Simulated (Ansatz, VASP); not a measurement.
# Cross-check of SnPtSe2S2 (1T-SnS2 under 1T-PtSe2, AB) between VASP and Ansatz

Aim: how closely do two programs agree when they are given the same cell, functional and k mesh? The structure shown is the start of the Ansatz relaxation below; VASP solves that cell, so the two are compared at the walk's first step.

Calculated with Ansatz 0.2.0; plane waves, with VASP 6.6.1 beside it; single point at PBE with D3(BJ).

**1. Starting point**

The cell holds 6 atoms: 2 S, 1 Sn, 2 Se and 1 Pt. Its edges and angles: a = 3.725 Å, b = 3.725 Å, c = 45.233 Å, α = 90.0°, β = 90.0°, γ = 120.0°. Vacuum lies along c.

As a file:

```cif
data_structure
_symmetry_space_group_name_H-M 'P 1'
_symmetry_Int_Tables_number 1
_cell_length_a 3.7250
_cell_length_b 3.7250
_cell_length_c 45.2329
_cell_angle_alpha 90.000
_cell_angle_beta 90.000
_cell_angle_gamma 120.000
_cell_volume 543.55
loop_
_atom_site_label
_atom_site_type_symbol
_atom_site_fract_x
_atom_site_fract_y
_atom_site_fract_z
_atom_site_occupancy
S1 S 0.66667 0.33333 0.42115 1
S2 S 0.33333 0.66667 0.46128 1
Sn3 Sn 0.00000 0.00000 0.44122 1
Se4 Se 0.00000 0.00000 0.52871 1
Se5 Se 0.66667 0.33333 0.57885 1
Pt6 Pt 0.33333 0.66667 0.55378 1
```

**2. Ansatz: relaxation, PBE with D3(BJ)**

Ansatz runs on its default PAW (the set named soft_2) files.

The two programs are compared at the cell with which this relaxation starts, whose forces are those of its first step.

Input file input.yaml:

```yaml
crystal:
  lattice:
    - [3.725, 0.0, 0.0]
    - [-1.8625, 3.2259446291, 0.0]
    - [0.0, 0.0, 45.2328846396]
  atoms:
    - { symbol: S, position: [0.6666666667, 0.3333333333, 0.4211537723] }
    - { symbol: Sn, position: [0.0, 0.0, 0.4412184538] }
    - { symbol: S, position: [0.3333333333, 0.6666666667, 0.4612831353] }
    - { symbol: Se, position: [0.0, 0.0, 0.5287119545] }
    - { symbol: Pt, position: [0.3333333333, 0.6666666667, 0.553779091] }
    - { symbol: Se, position: [0.6666666667, 0.3333333333, 0.5788462277] }
  periodic: [true, true, false]
kpoints:
  mp_grid: { grid: [12, 12, 1] }
hamiltonian:
  xc: pbe
  dispersion: d3bj
scf:
  occupations: { method: fermi_dirac, width: 0.05 }
  convergence: { dr2_threshold: 1.0e-09 }
relax:
  f_tol: 0.004
  max_steps: 90
  cell: {}
output:
  write_potential: true
  write_density: true
  volumetric_format: npy
```

On the command line:

```console
$ ansatz run input.yaml --threads 4 --pin off --max-ram 12288MiB --backend cpu --events-out ev --progress --plain --runs-dir out
```

Numbers of over 12 decimals in the logs are rounded to 6 here.

Log:

```text
Warning: relax.cell: scf.convergence.dr2_threshold = 1e-9 eV is looser than the 2.04404413495e-10 eV advised for a relaxation that steers and ends on the stress (1e-10 eV for each atom of the cell: 6, times the square of relax.cell.stress_2d_tol = 0.05 N/m over 17.1 Å (the atoms' height at the walk's start and 5 Å past either face), 2.918e-2 GPa, over a crystal's default 0.05). What an SCF threshold leaves in a stress goes as its square root, and in the free energy as the threshold itself, and one threshold admits the most on a small cell: [figures from the program's tests cut] Set scf.convergence.dr2_threshold to 2.04404413495e-10 eV or tighter. [rest of the remark cut]
Engine: ansatz 0.2.0, aarch64-unknown-linux-gnu
Pseudopotentials: kind: paw
Pseudopotential: S, paw, valence charge 6, recommended cutoff 420 eV (normal), S.paw.azcp
Pseudopotential: Sn, paw, valence charge 14, recommended cutoff 420 eV (normal), Sn.paw.azcp
Pseudopotential: Se, paw, valence charge 16, recommended cutoff 420 eV (normal), Se.paw.azcp
Pseudopotential: Pt, paw, valence charge 18, recommended cutoff 420 eV (normal), Pt.paw.azcp
Functional definition: PBE
  parameter kappa = 0.804
  parameter beta = 0.066725
  exchange = pbe_x(kappa = kappa, mu = beta*pi^2/3)
  correlation = pbe_c(beta = beta)
Crystal: 6 atoms, lattice volume = 543.547 Å³
Basis set: ecut = 420 eV, 10675 PW (Γ), exchange–correlation on 50×50×640 points (8 copies of the dense FFT grid, shifted against one another)
Bands: 46, of which v1, the nominal top of the filled ones, is band 38 counted from 1 (37 counted from 0)
Symmetry: 6 space group operations
Space group: P3m1 (ITA 156), of the structure as read, at distance tolerance 8.2e-5 Å
k-points: 19 of 144 (time reversal used)
Non-local potential: S, projectors of the file, l = 0: 2, l = 1: 2, l = 2: 2
Non-local potential: Sn, projectors of the file, l = 0: 2, l = 1: 2, l = 2: 2, l = 3: 2
Non-local potential: Se, projectors of the file, l = 0: 2, l = 1: 2, l = 2: 3, l = 3: 1
Non-local potential: Pt, projectors of the file, l = 0: 3, l = 1: 2, l = 2: 2, l = 3: 1
PAW form: soft (Blöchl's): semilocal exchange-correlation on the pseudo side does not see the compensation charge
PAW one-centre angular grid: S, 110 points (default); XC on 64 Gauss nodes
PAW one-centre angular grid: Sn, 590 points (default); XC on 64 Gauss nodes
PAW one-centre angular grid: Se, 590 points (default); XC on 64 Gauss nodes
PAW one-centre angular grid: Pt, 590 points (default); XC on 64 Gauss nodes
Initial density: superposition of atomic densities (neutral atoms: chi_scale 0, normalization atom), corrected by the library's trained network
Initial wavefunctions: pseudopotential atomic-orbital guess
Functional: x = pbe(κ = 0.804, μ = 0.219515), c = pbe(β = 0.066725)
SCF iter   1: F=—  HF=-31290.033231 eV  |F-HF|=—  |Δ(HF+E_count)|=         —  Δρ=1.84e-3  dr2=4.77e-2  ethr=1.77e-3  ⟨swp⟩=18.3  Hψ=6369  notcnv=0  defer=10
preconditioner: auto → Resta (q_TF=auto, 1.966 Å⁻¹)  ε∞=1.7  [insulator: Δε(μ)=1.201 eV  Ē_g=13.506 eV  σ=0.050 eV  W_gap=1.00  n_scr=46 (ndim 8)  ℏωp=11.0 eV  f_vac=0.762  D(μ)=0.00/eV (n_scr^D=0)  ε∞_Penn≈1.7  vacuum switching on, ρ_ref=1.3e-2 e/Å³]
SCF iter   2: F=—  HF=-31290.031540 eV  |F-HF|=—  |Δ(HF+E_count)|=   1.69e-3  Δρ=1.35e-3  dr2=7.78e-2  ethr=6.27e-5  ⟨swp⟩=3.9  Hψ=2164  notcnv=0  defer=40
SCF iter   3: F=—  HF=-31290.027621 eV  |F-HF|=—  |Δ(HF+E_count)|=   3.92e-3  Δρ=8.71e-4  dr2=3.89e-2  ethr=6.27e-5  ⟨swp⟩=3.6  Hψ=1433  notcnv=0  defer=40
SCF iter   4: F=—  HF=-31290.024605 eV  |F-HF|=—  |Δ(HF+E_count)|=   3.02e-3  Δρ=3.98e-4  dr2=7.00e-3  ethr=5.12e-5  ⟨swp⟩=1.8  Hψ=1178  notcnv=0  defer=41
SCF iter   5: F=—  HF=-31290.024193 eV  |F-HF|=—  |Δ(HF+E_count)|=   4.13e-4  Δρ=1.44e-4  dr2=3.71e-4  ethr=9.21e-6  ⟨swp⟩=2.8  Hψ=1281  notcnv=0  defer=41
SCF iter   6: F=—  HF=-31290.024242 eV  |F-HF|=—  |Δ(HF+E_count)|=   4.98e-5  Δρ=5.49e-5  dr2=1.50e-5  ethr=4.88e-7  ⟨swp⟩=3.1  Hψ=1573  notcnv=0  defer=41
SCF iter   7: F=—  HF=-31290.024231 eV  |F-HF|=—  |Δ(HF+E_count)|=   1.10e-5  Δρ=2.66e-5  dr2=6.33e-6  ethr=1.97e-8  ⟨swp⟩=3.4  Hψ=1917  notcnv=0  defer=41
SCF iter   8: F=—  HF=-31290.024306 eV  |F-HF|=—  |Δ(HF+E_count)|=   7.49e-5  Δρ=1.43e-5  dr2=2.21e-6  ethr=8.33e-9  ⟨swp⟩=3.2  Hψ=1620  notcnv=0  defer=41
[...]
SCF iter   8: F=-31293.695993 eV  HF=-31293.695993 eV  |F-HF|=2.18e-10  |Δ(HF+E_count)|=   2.24e-9  Δρ=1.68e-7  dr2=2.20e-10  ethr=1.32e-12  ⟨swp⟩=11.4  Hψ=6364  notcnv=0
SCF 9 converged in 8 iterations: F = -31293.695993 eV  dr2 = 2.20e-10
relax step   9: F+E_penalty+E_count = -31293.69599280 eV  Δ(F+E_penalty+E_count) = -7.220e-6 eV  max|allowed force component| = 6.086e-4 eV/Å  Δτ_max = 0.0021 Å  P = +0.001 N/m  Ω = 534.188 Å³  energy of the carried Pulay correction = +9.249e-4 eV  fix = [c, alpha, beta]  reactions: c +0.000 N/m  (8 SCF iters, accepted)
Initial wavefunctions: pseudopotential atomic-orbital guess (no wavefunctions were taken with the density)
iter 1 solved again at ethr=1.85e-7 eV; its pass at ethr=3.10e-3 eV (dr2=1.41e-4 eV) is discarded
SCF iter   1: F=—  HF=-31293.695335 eV  |F-HF|=—  |Δ(HF+E_count)|=         —  Δρ=1.25e-5  dr2=1.34e-7  ethr=1.85e-7  ⟨swp⟩=5.9  Hψ=9620  notcnv=0
SCF iter   2: F=—  HF=-31293.695473 eV  |F-HF|=—  |Δ(HF+E_count)|=   1.38e-4  Δρ=6.28e-6  dr2=3.62e-8  ethr=1.76e-10  ⟨swp⟩=4.7  Hψ=2741  notcnv=0
SCF iter   3: F=—  HF=-31293.695473 eV  |F-HF|=—  |Δ(HF+E_count)|=   5.00e-8  Δρ=1.81e-6  dr2=1.18e-7  ethr=4.76e-11  ⟨swp⟩=2.9  Hψ=1793  notcnv=0  recentre
SCF iter   4: F=—  HF=-31293.695473 eV  |F-HF|=—  |Δ(HF+E_count)|=   6.19e-9  Δρ=1.12e-6  dr2=2.75e-8  ethr=4.76e-11  ⟨swp⟩=2.6  Hψ=1257  notcnv=0
SCF iter   5: F=-31293.695473 eV  HF=-31293.695473 eV  |F-HF|=3.64e-11  |Δ(HF+E_count)|=  4.73e-10  Δρ=2.84e-7  dr2=6.14e-10  ethr=1.32e-12  ⟨swp⟩=15.6  Hψ=7869  notcnv=0
SCF 10 converged in 5 iterations: F = -31293.695473 eV  dr2 = 6.14e-10
relax step  10: F+E_penalty+E_count = -31293.69547283 eV  Δ(F+E_penalty+E_count) = +5.200e-4 eV  max|allowed force component| = 6.274e-4 eV/Å  Δτ_max = 0.0000 Å  P = -0.031 N/m  Ω = 534.188 Å³  fix = [c, alpha, beta]  reactions: c -0.000 N/m  stress off target by 3.09e-2 N/m on what of the cell is left free  SCF on the basis re-selected at this cell (its energy is not comparable with the rows above)  (5 SCF iters)
basis re-selected at this cell: Δ(F+E_penalty+E_count) = +5.200e-4 eV, ΔP = -0.032 N/m vs the last step (what re-selecting the basis moved, of the pressure what is left beyond the Pulay correction that the steps carried, after the strain that the cell walked since its last selection, with what the two solves' SCF thresholds leave and, on support functions, any second-order correction that the steps lacked; it is no m [...]
WARN: The output density's exchange-correlation potential varies sharply where the density is thin. Do not read a vacuum level from v_tot or v_xc, or from such a field of the output density. On a cell that repeats whose density bears no net charge and no dipole along the vacuum's axis use v_es (v_loc + v_h of the components); under efield.dipole_correction with no amplitude use v_es + v_field, which holds any externa [...]
SCF converged after 5 iterations
Free energy (F): -31293.695473 eV
Harris-Foulkes:  -31293.695473 eV  (|F-HF|=3.64e-11)
Internal energy: -31293.694788 eV  (E = F + TS)
E sigma→0 (E₀):  -31293.695130 eV
Entropy (-TS):   -0.000685 eV (-0.114 meV/atom)
Fermi energy:    -5.363384 eV
--- Per-component energies (eV) ---
  E_band       = -2309.193644
  E_kinetic    = 1273.910148
  E_local      = -363798.708590  (includes V_loc(G=0)·N_el)
  E_nonlocal   = -963.985239
  E_hartree    = 181087.380114
  E_xc         = -1044.677788
  E_vxc        = -767.615841  (∫ρ·V_xc dr)
  E_paw        = -18620.702239  (= ΣΔE_a)
  E_vpaw       = -227.552206  (= ΣTr[D̂ρ^β])
  E_aug_tail   = -0.000972  (compensation charges beyond the density's cutoff)
  E_ewald      = 170775.017834
  E_disp       = -1.928056  (pairwise vdW)
  E_smearing   = -0.000685  (= −TS)
  E_closure    = -0.000000  (closes the sum)
  Σ components = -31293.695473   (vs F -31293.695473, Δ=0.00e0)
--- Forces (eV/Å), atoms counted from 1 ---
  atom   1  S      0.00000000    -0.00000000    -0.00038638
  atom   2  Sn     0.00000000    -0.00000000     0.00062704
  atom   3  S      0.00000000     0.00000000     0.00015862
  atom   4  Se     0.00000000     0.00000000    -0.00007560
  atom   5  Pt    -0.00000000     0.00000000    -0.00028279
  atom   6  Se     0.00000000    -0.00000000    -0.00004288
  max |Σ_I F_I| component: 1.99e-6 eV/Å
--- 2D stress c σ (N/m, compression-positive) ---
       -0.030870       0.000000      -0.000000
       -0.000000      -0.030870       0.000000
       -0.000000       0.000000      -0.000000
  P = ½ c Tr σ = -0.0309 N/m
--- Band table (eV; the first three rows and the last of 19) ---
  k-point 0: bands = [... 34 lower, -6.9019, -6.1378, -5.7157, -5.7157, -4.1981, -2.9781, -2.7512, -2.7512, ... 4 higher]
  k-point 1: bands = [... 34 lower, -6.8311, -6.0302, -5.7093, -5.7041, -3.9790, -3.2360, -2.8663, -2.5875, ... 4 higher]
  k-point 2: bands = [... 34 lower, -6.8103, -5.9808, -5.7745, -5.6624, -4.1244, -3.7719, -3.0755, -2.0624, ... 4 higher]
  k-point 18: bands = [... 34 lower, -7.3990, -7.2184, -6.7323, -6.6934, -4.2981, -3.9702, -3.7013, -0.6984, ... 4 higher]
  the weakly bound empty levels are not read free of the cell's end (no_gap_told)
--- Relaxed structure (9 steps of the walk, 9 accepted, 1 SCFs on fresh bases) ---
  F+E_penalty+E_count = -31293.69547283 eV   max|allowed force component| = 6.274e-4 eV/Å   (the final SCF, on the basis selected at the relaxed cell)
  cell:  # Å, volume = 534.1883 Å³
    - [3.692791, 0, 0]
    - [-1.846395, 3.198051, 0]
    - [0, 0, 45.2328846396]
  atoms:
    - { symbol: S, position: [0.666667, 0.333333, 0.402745] }
    - { symbol: Sn, position: [0, 0, 0.435275] }
    - { symbol: S, position: [0.333333, 0.666667, 0.467993] }
    - { symbol: Se, position: [0, 0, 0.530314] }
    - { symbol: Pt, position: [0.333333, 0.666667, 0.559588] }
    - { symbol: Se, position: [0.666667, 0.333333, 0.589078] }
```

The column dr2 measures how far the density is from self-consistency, as an energy; F and HF (Harris–Foulkes) agree once it is small.

**3. VASP: single point, PBE with D3(BJ), start cell**

The same cell, functional, mesh and smearing now go to VASP, with its own data sets.

Lines of VASP's logs that name or quote its potential files are left out, and so is its time.

Input file INCAR:

```
SYSTEM = SnPtSe2S2
PREC = Accurate
ENCUT = 400
EDIFF = 1E-06
NELM = 120
ISMEAR = -1
SIGMA = 0.05
LREAL = .FALSE.
ALGO = Normal
GGA = PE
IVDW = 12
NBANDS = 30
LASPH = .TRUE.
LORBIT = 11
LWAVE = .FALSE.
LCHARG = .FALSE.
ISIF = 2
LDIPOL = .TRUE.
IDIPOL = 3
DIPOL = 0.5 0.5 0.497
LVHAR = .TRUE.
GGA_COMPAT = .FALSE.
EFERMI = MIDGAP
NELMDL = -8
KPAR = 2
```

Input file POSCAR:

```
SnPtSe2S2
1.0
    3.7250000000      0.0000000000      0.0000000000
   -1.8625000000      3.2259450000      0.0000000000
    0.0000000000      0.0000000000     45.2328850000
S Sn Se Pt
2 1 2 1
Direct
    0.6666666667      0.3333333333      0.4211537690
    0.3333333333      0.6666666667      0.4612831350
    0.0000000000      0.0000000000      0.4412184410
    0.0000000000      0.0000000000      0.5287119537
    0.6666666667      0.3333333333      0.5788462310
    0.3333333333      0.6666666667      0.5537790924
```

Input file KPOINTS:

```
Automatic mesh
0
Gamma
12 12 1
0 0 0
```

The projector-augmented-wave data sets are S, Sn_d, Se and Pt (PBE family, release 64).

On the command line:

```console
$ mpirun -np 2 vasp_std
```

Log:

```text
[banner, memory and clock lines left out]
running    2 mpi-ranks, on    1 nodes
 distrk:  each k-point on    1 cores,    2 groups
 distr:  one band on    1 cores,    1 groups

 POSCAR found type information on POSCAR S SnSePt
 POSCAR found :  4 types and       6 ions
 LDA part: xc-table for (Slater+PW92), standard interpolation
 POSCAR, INCAR and KPOINTS ok, starting setup
 FFT: planning ... GRIDC
 FFT: planning ... GRID_SOFT
 FFT: planning ... GRID
 WAVECAR not read
 entering main loop
       N       E                     dE             d eps       ncg     rms          rms(c)
DAV:   1     0.384732099677E+03    0.38473E+03   -0.16195E+04  1324   0.101E+03
DAV:   2     0.261401049508E+02   -0.35859E+03   -0.34632E+03  1616   0.238E+02
DAV:   3    -0.236509401353E+02   -0.49791E+02   -0.49118E+02  1466   0.108E+02
DAV:   4    -0.253627595818E+02   -0.17118E+01   -0.16911E+01  1500   0.236E+01
DAV:   5    -0.254187026391E+02   -0.55943E-01   -0.55848E-01  1612   0.359E+00
DAV:   6    -0.254200777857E+02   -0.13751E-02   -0.13749E-02  1610   0.567E-01
DAV:   7    -0.254201184597E+02   -0.40674E-04   -0.40660E-04  1650   0.885E-02
DAV:   8    -0.254201194210E+02   -0.96135E-06   -0.96117E-06  1504   0.127E-02    0.211E+01
DAV:   9    -0.238897182706E+02    0.15304E+01   -0.54660E+00  1326   0.217E+01    0.132E+01
DAV:  10    -0.238108043735E+02    0.78914E-01   -0.27287E+00  1348   0.124E+01    0.485E+00
DAV:  11    -0.236660643782E+02    0.14474E+00   -0.38194E-01  1332   0.551E+00    0.120E+00
DAV:  12    -0.236596161912E+02    0.64482E-02   -0.85596E-02  1390   0.209E+00    0.590E-01
DAV:  13    -0.236578469222E+02    0.17693E-02   -0.14913E-02  1328   0.902E-01    0.263E-01
DAV:  14    -0.236580382641E+02   -0.19134E-03   -0.12283E-03  1484   0.325E-01    0.938E-02
[...]
DAV:  19    -0.236582804373E+02   -0.28423E-04   -0.22827E-06  1088   0.886E-03    0.251E-03
DAV:  20    -0.236583287467E+02   -0.48309E-04   -0.48721E-06  1162   0.734E-03    0.421E-03
DAV:  21    -0.236583533179E+02   -0.24571E-04   -0.76900E-07   968   0.394E-03    0.163E-03
DAV:  22    -0.236583707624E+02   -0.17444E-04   -0.85827E-07   998   0.322E-03    0.935E-04
DAV:  23    -0.236583741395E+02   -0.33772E-05   -0.74267E-08   906   0.161E-03    0.546E-04
DAV:  24    -0.236583811635E+02   -0.70239E-05   -0.10585E-07   858   0.199E-03    0.766E-04
DAV:  25    -0.236583859568E+02   -0.47933E-05   -0.10898E-07   864   0.232E-03    0.299E-04
DAV:  26    -0.236583865195E+02   -0.56269E-06   -0.29120E-08   852   0.851E-04
   1 F= -.25697829E+02 E0= -.25697828E+02  d E =-.315326E-05
```

(Continued in part 2 of 2.)

[Lines on the potential files, build, host, timing and source positions are cut from VASP's logs without a mark.]

[Logs are printed without paths, hosts, clocks, repeated set-up lines and the standing remarks that a program may print on its own settings, such as how far it seeks lower states.]

[Hosts, paths, dates, database ids (printed as entryN), source tags and the programs' standing remarks are cut or masked in the printed files.]
